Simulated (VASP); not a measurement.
# CBr₂F₂: screened Coulomb integrals of an active space by constrained RPA

CBr₂F₂, molecule in box, 5 atoms in the cell.

| Functional | Screened U within a state, mean (eV) | Screened U' between states, mean (eV) | Screened J (eV) | Bare U within a state, mean (eV) | Bare U' between states, mean (eV) | Time (s) |
|---|---|---|---|---|---|---|
| LDA | 6.56 | 5.83 | 0.25 | 9.17 | 7.86 | 400 |
| PBE | 6.50 | 5.79 | 0.24 | 9.06 | 7.79 | 387 |
| r2SCAN | 6.80 | 6.05 | 0.26 | 9.26 | 7.95 | 592 |
| PBE0 | 6.80 | 6.06 | 0.25 | 8.82 | 7.63 | 434 |
| HSE06 | 6.67 | 5.94 | 0.25 | 8.88 | 7.67 | 522 |

Limits: the cutoff lies under the usual one of these potentials, so the numbers hold a basis-set error; the periodic box is only 6.89 Å wide at its narrowest and no larger one was tried.

## Input of the first row

INCAR.step1:
```
SYSTEM = CBr2F2
  ENCUT = 420
  PREC = Accurate
  ISMEAR = -1
  SIGMA = 0.02
  LASPH = .TRUE.
  EDIFF = 1E-7
  GGA = CA
  ALGO = Normal
  NELM = 150
  LWAVE = .TRUE.
  LCHARG = .FALSE.
```

INCAR.step2, as INCAR.step1 but for:
```
- ALGO = Normal
- NELM = 150
+ ALGO = Exact
+ NELM = 1
+ NBANDS = 136
+ LOPTICS = .TRUE.
```

INCAR.step3:
```
SYSTEM = CBr2F2
  ENCUT = 420
  PREC = Accurate
  ISMEAR = -1
  SIGMA = 0.02
  LASPH = .TRUE.
  GGA = CA
  ALGO = CRPA
  NBANDS = 136
  ENCUTGW = 90
  PRECFOCK = Fast
  LOCALIZED_BASIS = BLOCH
  LWAVE = .FALSE.
  LCHARG = .FALSE.
  NCRPA_BANDS = 16 17
  NTARGET_STATES = 16 17
```

KPOINTS:
```
k-points
0
Gamma
  1 1 1
```

POSCAR:
```
CBr2F2
1.0
    6.8900000000      0.0000000000      0.0000000000
    0.0000000000      7.6500000000      0.0000000000
    0.0000000000      0.0000000000      7.6300000000
F C Br
2 1 2
Direct
    0.3631930300      0.4401764700      0.6722411500
    0.6368069700      0.3267124200      0.6015072100
    0.5047314800      0.4435490200      0.5548885900
    0.4010885300      0.3816405200      0.3277588500
    0.6215965100      0.6732875800      0.5530668400
```

Commands (each step's output is kept before the next begins):
```
cat potpaw_LDA.64/F_GW/POTCAR potpaw_LDA.64/C_GW/POTCAR potpaw_LDA.64/Br_GW/POTCAR > POTCAR
cp INCAR.step1 INCAR
mpirun -np 4 vasp_std > vasp.out
cp INCAR.step2 INCAR
mpirun -np 4 vasp_std > vasp.out
cp INCAR.step3 INCAR
mpirun -np 4 vasp_std > vasp.out
```

Changes of the last row against the first:
```
(all steps)
- GGA = CA
+ GGA = PE
+ LHFCALC = True
+ HFSCREEN = 0.2
- cat potpaw_LDA.64/F_GW/POTCAR potpaw_LDA.64/C_GW/POTCAR potpaw_LDA.64/Br_GW/POTCAR > POTCAR
+ cat potpaw_PBE.64/F_GW/POTCAR potpaw_PBE.64/C_GW/POTCAR potpaw_PBE.64/Br_GW/POTCAR > POTCAR
```

VASP 6.6.1 took 400 s on 4 cores (Intel Xeon Platinum 8488C (Sapphire Rapids)), a shared host.
